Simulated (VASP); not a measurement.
Calculation: r2SCAN meta-GGA, VASP's PBE PAW potentials (set 64) (plane waves; VASP 6.6.1).

Input for VASP

File POSCAR:
```
KI(100) slab
1
    5.0160157901     0.0000000000     0.0000000000
    0.0000000000     5.0160157901    -0.0000000000
   -0.0000000000    -0.0000000000    29.2377549259
K I
4 4
Direct
  0.0000000000   0.5000000000   0.3180340000
  0.5000000000   0.0000000000   0.4393450000
  0.0000000000   0.5000000000   0.5606550000
  0.5000000000   0.0000000000   0.6819660000
  0.0000000000   0.5000000000   0.4393450000
  0.5000000000   0.0000000000   0.3180340000
  0.0000000000   0.5000000000   0.6819660000
  0.5000000000   0.0000000000   0.5606550000
```

File KPOINTS:
```
Automatic mesh
0
Gamma
4 4 1
0 0 0
```

INCAR:
```
# general
SYSTEM   =  KI(100) slab
PREC     =  Normal
ENCUT    =  400
LREAL    =  F
LASPH    =  T

# electronic loop
EDIFF    =  1E-5
NELM     =  100
NELMIN   =  4
ALGO     =  Normal
LMAXMIX  =  4
LMIXTAU  =  T

# smearing
ISMEAR   =  0
SIGMA    =  0.05

# functional
METAGGA  =  R2SCAN

# ions
IBRION   =  2
NSW      =  50
ISIF     =  2
EDIFFG   =  -0.03

# output
LWAVE    =  T
LCHARG   =  F

# other
LDIPOL   =  T
IDIPOL   =  3
DIPOL    =  0.5 0.5 0.5
```

POTCAR, in this order: K_sv I (PBE.64 set). Program: vasp_std.

Unless said otherwise, spin-orbit coupling is left out, though it shifts the bands of the heavy elements here.

Q: Predict the energy per atom (σ→0), band gap (on the k-mesh).

A: 
The energy per atom (σ→0) is -1635.3 kJ/mol-atom. The band gap (on the k-mesh) comes out as 4.65 eV.

OSZICAR:
```
...
DAV:   1    -0.135585944960E+03    0.28671E-03   -0.96413E-02   486   0.132E+00    0.702E-02
DAV:   2    -0.135586351117E+03   -0.40616E-03   -0.32988E-03   468   0.357E-01    0.286E-02
DAV:   3    -0.135586509259E+03   -0.15814E-03   -0.22866E-04   564   0.819E-02    0.221E-02
DAV:   4    -0.135586628383E+03   -0.11912E-03   -0.53393E-05   420   0.462E-02    0.125E-02
DAV:   5    -0.135586662820E+03   -0.34437E-04   -0.43754E-05   468   0.466E-02    0.428E-03
DAV:   6    -0.135586700257E+03   -0.37437E-04   -0.17905E-05   360   0.274E-02    0.334E-03
DAV:   7    -0.135586699952E+03    0.30542E-06   -0.19635E-06   336   0.112E-02
   9 F= -.13558670E+03 E0= -.13558670E+03  d E =-.458422E-03
```

The cell is a thin slab with vacuum, built from KI (rock salt): (100) face.
